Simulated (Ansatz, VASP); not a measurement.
# Cross-check of La2O3 between VASP and Ansatz

Aim: how closely do two programs agree when they are given the same cell, functional and k mesh? The cell is taken from a series of runs on this material, whose earlier steps may have relaxed, scaled, displaced or heated it; both programs get it as it stands.

Method: plane waves, with VASP 6.6.1 beside it; zone-centre phonons at LDA, in Ansatz 0.2.0.

### 1. The structure

The structure is trigonal, space group P-3m1 (No. 164). Conventional cell: a = 3.871 Å, b = 3.871 Å, c = 5.868 Å, α = 90.00°, β = 90.00°, γ = 120.00°. Nearest to O lie 4 La at 2.33 to 2.38 Å. Nearest to O lie 6 La at 2.65 Å. La has 7 O at 2.33 to 2.65 Å nearest. Farther neighbours and most contacts between anions are not listed.

### 2. Ansatz: zone-centre phonons, LDA

Ansatz runs on its PAW soft_1 files.

Second derivatives magnify differences that forces hide, and they need a tight electronic threshold.

File input.yaml:

```yaml
crystal:
  lattice:
    - [3.8710687604, 0.0, 0.0]
    - [-1.9355343802, 3.3524438863, 0.0]
    - [0.0, 0.0, 5.8680362678]
  atoms:
    - { symbol: O, position: [0.6666666667, 0.3333333333, 0.3521036094] }
    - { symbol: O, position: [0.3333333333, 0.6666666667, 0.6478963906] }
    - { symbol: O, position: [0.0, 0.0, 0.0] }
    - { symbol: La, position: [0.6666666667, 0.3333333333, 0.757808781] }
    - { symbol: La, position: [0.3333333333, 0.6666666667, 0.242191219] }
kpoints:
  mp_grid: { grid: [9, 9, 4] }
hamiltonian:
  xc: lda
  pseudopotentials: { kind: paw, azcp: { folder: soft_1 }, xc_functional: pbe }
scf:
  occupations: { method: fixed }
output:
  eigenvalues: true
phonons:
  method: dfpt
  dielectric: true
  rigid_motions: translations
```

Run with:

```bash
$ ansatz run input.yaml --threads 4 --pin off --max-ram 16384MiB --backend cpu --events-out ev --progress --plain --runs-dir out
```

Numbers of over 12 decimals in the logs are rounded to 6 here.

The program printed:

```text
Engine: ansatz 0.2.0, aarch64-unknown-linux-gnu
Pseudopotentials: kind: paw
Pseudopotential: O, paw, valence charge 6, recommended cutoff 420 eV (normal), soft_1/O.paw.azcp
Pseudopotential: La, paw, valence charge 11, recommended cutoff 420 eV (normal), soft_1/La.paw.azcp
Functional definition: SPW92
  exchange = slater_x
  correlation = pw_c
Crystal: 5 atoms, lattice volume = 76.153 Å³
Basis set: ecut = 420 eV, 1519 PW (Γ), exchange–correlation on 54×54×80 points (8 copies of the dense FFT grid, shifted against one another)
Bands: 25, of which v1, the nominal top of the filled ones, is band 20 counted from 1 (19 counted from 0)
Symmetry: 12 space group operations
k-points: 95 of 324 (irreducible under 2 space group operations, time reversal used)
Non-local potential: O, projectors of the file, l = 0: 2, l = 1: 2, l = 2: 1
Non-local potential: La, projectors of the file, l = 0: 3, l = 1: 2, l = 2: 2, l = 3: 3
PAW form: soft (Blöchl's): semilocal exchange-correlation on the pseudo side does not see the compensation charge
PAW frozen core: O, regenerated for the run's functional, and the local potential with it (the file was generated under x = pbe(κ = 0.804, μ = 0.219515), c = pbe(β = 0.066725))
PAW frozen core: La, regenerated for the run's functional, and the local potential with it (the file was generated under x = pbe(κ = 0.804, μ = 0.219515), c = pbe(β = 0.066725))
PAW one-centre angular grid: O, 110 points (default); XC on 64 Gauss nodes
PAW one-centre angular grid: La, 590 points (default); XC on 64 Gauss nodes
Initial density: superposition of atomic densities (chi_scale 0.1, normalization cell, long waves kept (reshape's long-wave potential 0.02 eV rms))
Initial wavefunctions: pseudopotential atomic-orbital guess
Functional: x = slater, c = lda
SCF iter   1: F=—  HF=-13829.018943 eV  |F-HF|=—  |Δ(HF+E_count)|=         —  Δρ=6.96e-2  dr2=3.48e0  ethr=3.10e-3  ⟨swp⟩=3.9  Hψ=9618  notcnv=0  defer=169
preconditioner: auto → Resta (q_TF=auto, 2.451 Å⁻¹)  ε∞=5.8  [insulator: Δε(μ)=2.968 eV  Ē_g=11.685 eV  n_scr=22 (ndim 8)  ℏωp=25.5 eV  f_vac=0.000  ε∞_Penn≈5.8]
SCF iter   2: F=—  HF=-13828.460057 eV  |F-HF|=—  |Δ(HF+E_count)|=   5.59e-1  Δρ=3.18e-2  dr2=9.44e-1  ethr=3.10e-3  ⟨swp⟩=4.7  Hψ=6019  notcnv=0  defer=176
SCF iter   3: F=—  HF=-13828.344747 eV  |F-HF|=—  |Δ(HF+E_count)|=   1.15e-1  Δρ=1.58e-2  dr2=2.62e-1  ethr=2.36e-3  ⟨swp⟩=2.0  Hψ=3806  notcnv=0  defer=232
SCF iter   4: F=—  HF=-13828.302205 eV  |F-HF|=—  |Δ(HF+E_count)|=   4.25e-2  Δρ=4.83e-3  dr2=2.56e-2  ethr=6.56e-4  ⟨swp⟩=4.3  Hψ=4716  notcnv=0  defer=266
SCF iter   5: F=—  HF=-13828.299137 eV  |F-HF|=—  |Δ(HF+E_count)|=   3.07e-3  Δρ=3.30e-3  dr2=7.72e-3  ethr=6.39e-5  ⟨swp⟩=4.9  Hψ=4525  notcnv=0  defer=279
SCF iter   6: F=—  HF=-13828.298108 eV  |F-HF|=—  |Δ(HF+E_count)|=   1.03e-3  Δρ=9.78e-4  dr2=7.50e-4  ethr=1.93e-5  ⟨swp⟩=2.5  Hψ=3607  notcnv=0  defer=281
SCF iter   7: F=—  HF=-13828.298286 eV  |F-HF|=—  |Δ(HF+E_count)|=   1.78e-4  Δρ=1.88e-4  dr2=3.09e-5  ethr=1.87e-6  ⟨swp⟩=2.5  Hψ=3529  notcnv=0  defer=281
SCF iter   8: F=—  HF=-13828.298293 eV  |F-HF|=—  |Δ(HF+E_count)|=   6.95e-6  Δρ=2.86e-5  dr2=7.51e-7  ethr=7.71e-8  ⟨swp⟩=2.1  Hψ=3691  notcnv=0  defer=268
SCF iter   9: F=—  HF=-13828.298292 eV  |F-HF|=—  |Δ(HF+E_count)|=   2.54e-7  Δρ=5.38e-6  dr2=2.36e-8  ethr=1.88e-9  ⟨swp⟩=2.4  Hψ=4255  notcnv=0  defer=262
SCF iter  10: F=—  HF=-13828.298292 eV  |F-HF|=—  |Δ(HF+E_count)|=   1.83e-9  Δρ=8.95e-7  dr2=6.71e-10  ethr=5.90e-11  ⟨swp⟩=2.7  Hψ=4159  notcnv=0  defer=263
SCF iter  11: F=—  HF=-13828.298292 eV  |F-HF|=—  |Δ(HF+E_count)|=  1.86e-10  Δρ=4.41e-7  dr2=1.12e-10  ethr=1.00e-12  ⟨swp⟩=19.1  Hψ=19516  notcnv=0
SCF iter  12: F=-13828.298292 eV  HF=-13828.298292 eV  |F-HF|=1.09e-11  |Δ(HF+E_count)|=  1.46e-11  Δρ=1.05e-7  dr2=7.62e-12  ethr=1.00e-12  ⟨swp⟩=6.1  Hψ=11398  notcnv=0
SCF 1 converged in 12 iterations: F = -13828.298292 eV  dr2 = 7.62e-12
  greatest PAW one-centre occupation: 0.972 electrons in one spin orbital (limit 2), on the La atom at site 4 (counted from 0), in its partial waves of l = 0
NSCF: frozen V_eff on 4 k-points
DFPT response loops at Γ: preconditioner auto → Resta (q_TF=auto, 2.451 Å⁻¹)  ε∞=4.0 (no band partly filled); β = 1.00, the filter's whole step (`scf.mixing.beta` (0.50) is not read by the response loops at its default; to damp them type it under 1.00, their step now; it binds the ground state too); Broyden in place of MSR1
── the response to a field inside a basis, on 10×10×4 k-points: an SCF that follows is theirs, and a resumed run solves both again ──
Bands: 21, of which v1, the nominal top of the filled ones, is band 20 counted from 1 (19 counted from 0)
k-points: 110 of 400 (irreducible under 4 space group operations)
Initial density: handed on by an earlier stage of this run
Initial wavefunctions: pseudopotential atomic-orbital guess (no wavefunctions were taken with the density)
Eigensolver: Dense (110 Hₖ)
SCF iter   1: F=—  HF=-13828.292383 eV  |F-HF|=—  |Δ(HF+E_count)|=         —  Δρ=3.84e-4  dr2=2.25e-5  ethr=1.00e-1
preconditioner: auto → Resta (q_TF=auto, 2.451 Å⁻¹)  ε∞=5.6  [insulator: Δε(μ)=3.834 eV  Ē_g=11.868 eV  n_scr=22 (ndim 8)  ℏωp=25.5 eV  f_vac=0.016  ε∞_Penn≈5.6]
SCF iter   2: F=—  HF=-13828.292376 eV  |F-HF|=—  |Δ(HF+E_count)|=   6.66e-6  Δρ=1.59e-4  dr2=8.44e-6  ethr=5.62e-8
SCF iter   3: F=—  HF=-13828.292375 eV  |F-HF|=—  |Δ(HF+E_count)|=   1.70e-6  Δρ=8.34e-5  dr2=9.77e-7  ethr=2.11e-8
SCF iter   4: F=-13828.292374 eV  HF=-13828.292374 eV  |F-HF|=2.66e-8  |Δ(HF+E_count)|=   3.27e-7  Δρ=7.35e-6  dr2=3.39e-8  ethr=2.44e-9
SCF 1 converged in 4 iterations: F = -13828.292374 eV  dr2 = 3.39e-8
DFPT response loops at Γ: mixed as the last ones told, above
SCF converged after 12 iterations
Free energy (F): -13828.298292 eV
Harris-Foulkes:  -13828.298292 eV  (|F-HF|=1.09e-11)
Internal energy: -13828.298292 eV  (E = F + TS)
E sigma→0 (E₀):  -13828.298292 eV
Fermi energy:    10.268726 eV
--- Per-component energies (eV) ---
  E_band       = 19.217409
  E_kinetic    = 884.600917
  E_local      = -1409.021911  (includes V_loc(G=0)·N_el)
  E_nonlocal   = 344.746211
  E_hartree    = 526.730496
  E_xc         = -500.412891
  E_vxc        = -568.289332  (∫ρ·V_xc dr)
  E_paw        = -10943.504548  (= ΣΔE_a)
  E_vpaw       = -286.281876  (= ΣTr[D̂ρ^β])
  E_aug_tail   = 0.002336  (compensation charges beyond the density's cutoff)
  E_ewald      = -2732.373319
  E_core_change = 0.934417  (= ΣΔE_core)
  E_smearing   = -0.000000  (= −TS)
  E_closure    = 0.000000  (closes the sum)
  Σ components = -13828.298292   (vs F -13828.298292, Δ=0.00e0)
--- Band table (eV; the first three rows and the last of 95) ---
  k-point 0: bands = [... 16 lower, 8.3838, 9.7657, 9.7657, 10.0503, 14.6214, 14.7417, 14.7417, 15.7753, ... 1 higher]
  k-point 1: bands = [... 16 lower, 8.8612, 9.7129, 9.8364, 9.8364, 14.7719, 14.8460, 14.8460, 15.6741, ... 1 higher]
  k-point 2: bands = [... 16 lower, 9.1196, 9.3125, 9.9184, 9.9184, 14.9460, 14.9460, 15.0229, 15.4868, ... 1 higher]
  k-point 94: bands = [... 16 lower, 9.4736, 9.4842, 9.9578, 10.2491, 14.8537, 15.0340, 15.1716, 15.6349, ... 1 higher]
--- Phonons (Γ-DFPT): 6 representative perturbations + reference, on 95 of 324 k-points (Σ response iterations 23) ---
  k mesh reduced under 2 symmetry operations, with k and −k counted as one. Each operation leaves every solved perturbation unchanged. A smaller set is not considered because the run solves the response to a homogeneous field
  ASR residual: 1.062e-4 → 0.000e0 eV/Å²; symmetrization residual: 1.379e-6 eV/Å²
  ASR residual per site (eV/Å²): 5.09e-5 5.09e-5 1.06e-4 6.54e-6 6.54e-6
  Γ frequencies (cm⁻¹): 0.00 0.00 0.00 111.46 111.46 206.06 219.13 221.66 221.66 386.17 386.17 402.05 416.76 416.76 454.66
  ε∞ (high-frequency dielectric tensor):
        4.952123     0.000000     0.000000
        0.000000     4.952123    -0.000000
        0.000000    -0.000000     4.928346
  ε⁰ (static dielectric tensor: ions relaxed, cell fixed):
       22.217214    -0.000000    -0.000000
       -0.000000    22.217214    -0.000000
       -0.000000    -0.000000    23.462741
  ε⁰ − ε∞ (ionic part):
       17.265091    -0.000000    -0.000000
       -0.000000    17.265091    -0.000000
       -0.000000    -0.000000    18.534395
  softest optical mode at Γ: 111.46 cm⁻¹; the repairs (sum rule, projections) moved no ω² at Γ by more than (1.47 cm⁻¹)²
  Born effective charges Z* (e; rows j = field, columns β = displacement):
    site 0:
        -2.85482    0.00000   -0.00000
         0.00000   -2.85482   -0.00000
        -0.00000    0.00000   -2.61933
    site 1:
        -2.85482    0.00000   -0.00000
         0.00000   -2.85482   -0.00000
        -0.00000    0.00000   -2.61933
    site 2:
        -2.78007    0.00000    0.00000
         0.00000   -2.78007   -0.00000
        -0.00000   -0.00000   -2.55549
    site 3:
         4.24486    0.00000    0.00000
        -0.00000    4.24486    0.00000
         0.00000    0.00000    3.89707
    site 4:
         4.24486    0.00000    0.00000
         0.00000    4.24486    0.00000
        -0.00000    0.00000    3.89707
  Z* charge neutrality: 7.261e-4 e pre-enforcement
  solved inside a basis spanned on kpoints, on 10×10×4 k-points, its susceptibility summed on 12×12×8: ε∞ is read to err by 1.3e-2, Z* by 1.4e-2 e (field_mesh: kpoints solves on kpoints); Z* is corrected for what the basis lacks
  optical modes at Γ without the LO–TO term, one row a degenerate level:
      ω (cm⁻¹)  modes    IR ((D/Å)²/amu)
[...]
optical modes at Γ + LO–TO along q̂ = [1.0000, 0.0000, 0.0000]:
      ω (cm⁻¹)  modes    IR ((D/Å)²/amu)
[...]
optical modes at Γ + LO–TO along q̂ = [0.0000, 1.0000, 0.0000]:
      ω (cm⁻¹)  modes    IR ((D/Å)²/amu)
[...]
optical modes at Γ + LO–TO along q̂ = [0.0000, 0.0000, 1.0000]:
      ω (cm⁻¹)  modes    IR ((D/Å)²/amu)
        111.46      2             0.0000
        206.06      1             0.0000
        221.66      2            50.4101
        386.17      2            30.8606
        402.05      1             0.0000
        409.72      1             7.2104
        416.76      2             0.0000
        530.56      1            27.0385
```

(Part 1 of 3 ends here.)

[Lines on the potential files, build, host, timing and source positions are cut from VASP's logs without a mark.]

[Logs are printed without paths, hosts, clocks, repeated set-up lines and the standing remarks that a program may print on its own settings, such as how far it seeks lower states.]

[Hosts, paths, dates, database ids (printed as entryN), source tags and the programs' standing remarks are cut or masked in the printed files.]
